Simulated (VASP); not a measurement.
An input for Ansatz (written as the equivalent of a VASP run, and not itself run):

Ansatz 0.2 input:
```yaml
crystal:
  lattice:
    - [0.0000000, 2.6862941, 2.6862941]
    - [2.6862941, 0.0000000, 2.6862941]
    - [2.6862941, 2.6862941, 0.0000000]
  atoms:
    - { symbol: Ca, position: [0.0000000, 0.0000000, 0.0000000] }
    - { symbol: F, position: [0.2500000, 0.2500000, 0.2500000] }
    - { symbol: F, position: [0.7500000, 0.7500000, 0.7500000] }
kpoints:
  mp_grid: { grid: [7, 7, 7] }
hamiltonian:
  xc: r2scan
  dispersion: rvv10
  pseudopotentials: { kind: paw }
scf:
  occupations: { method: gaussian, width: 0.05 }
  max_iter: 100
output: { forces: true, stress: true, eigenvalues: true }
```

### Question
Write the VASP files for the same calculation (r2SCAN+rVV10).

### Answer
This is not unique; one that fits is 
### KPOINTS
```
Automatic mesh
0
Gamma
7 7 7
0 0 0
```

### POSCAR
```
CaF2
1
    0.0000000000     2.6862941043     2.6862941043
    2.6862941043     0.0000000000     2.6862941043
    2.6862941043     2.6862941043     0.0000000000
Ca F
1 2
Direct
  0.0000000000   0.0000000000   0.0000000000
  0.2500000000   0.2500000000   0.2500000000
  0.7500000000   0.7500000000   0.7500000000
```

INCAR:
```
! general
SYSTEM   = CaF2
PREC     = Accurate
ENCUT    = 520   ! plane-wave cut-off (eV)
LREAL    = F
LASPH    = T

! electronic loop
EDIFF    = 1E-7
NELM     = 100   ! most electronic steps
ALGO     = Normal   ! blocked Davidson
LMIXTAU  = T

! smearing
ISMEAR   = 0   ! Gaussian
SIGMA    = 0.05

! functional
METAGGA  = R2SCAN
LUSE_VDW = T
BPARAM   = 11.95
CPARAM   = 0.0093

! ions
ISIF     = 2

! output
LWAVE    = F
LCHARG   = F
```

POTCAR, in this order: Ca_sv F (PBE.64 set). Program: vasp_std.

Limits of the translation: each code has its own PAW files, so the cut-off isn't converted (ENCUT is set for VASP's; basis.ecutwfc is left out, and Ansatz then takes the one that its files recommend); Ansatz stops its SCF on the density residual and VASP on the energy change (EDIFF).

The compound is CaF2 in the fluorite structure. This cell is one point of a volume scan, at 0.97 of the reference volume.
